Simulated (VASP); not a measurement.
A convergence study with VASP on ZnSe (zinc blende): one setting is varied, all else stays as given below, so the limit is that of these other settings. Each run relaxes cell and ions from the cell shown.

```xyz
2
Lattice="0.0000 2.8350 2.8350 2.8350 0.0000 2.8350 2.8350 2.8350 0.0000" Properties=species:S:1:pos:R:3 pbc="T T T"
Zn     0.0000     0.0000     0.0000
Se     1.4175     1.4175     1.4175
```

Level of theory: LDA (Ceperley-Alder, Perdew-Zunger), VASP's LDA PAW potentials (set 64) (plane waves; VASP). The tightest run used: 550 eV cut-off, 12×12×12 Γ-centred mesh, Gaussian smearing of 0.050 eV, potentials Zn Se.

Gaps are read on the run's mesh, which can miss a band edge.

```json
[
 {"setting": "2×2×2 mesh", "relaxed volume (Å³/atom)": "23.748", "E (eV/atom)": "-2.9055", "gap on the mesh (eV)": "0.686", "irreducible k-points": "3"},
 {"setting": "3×3×3 mesh", "relaxed volume (Å³/atom)": "22.136", "E (eV/atom)": "-3.5271", "gap on the mesh (eV)": "1.123", "irreducible k-points": "4"},
 {"setting": "4×4×4 mesh", "relaxed volume (Å³/atom)": "21.796", "E (eV/atom)": "-3.6467", "gap on the mesh (eV)": "1.227", "irreducible k-points": "8"}
]
```

### Question
These are the cheaper rows. Estimate the results at 12×12×12 mesh, and how far the last row shown lies from them.

### Answer

```tsv
quantity	tightest run	last row shown is off by
relaxed volume (Å³/atom)	21.675	0.121
E (eV/atom)	-3.6866	0.0399
gap on the mesh (eV)	1.270	-0.043
```

Left out are rungs that failed or repeat a setting and relaxations that didn't move; long series are thinned to 24 rows.

The compound is ZnSe in the zinc blende structure.
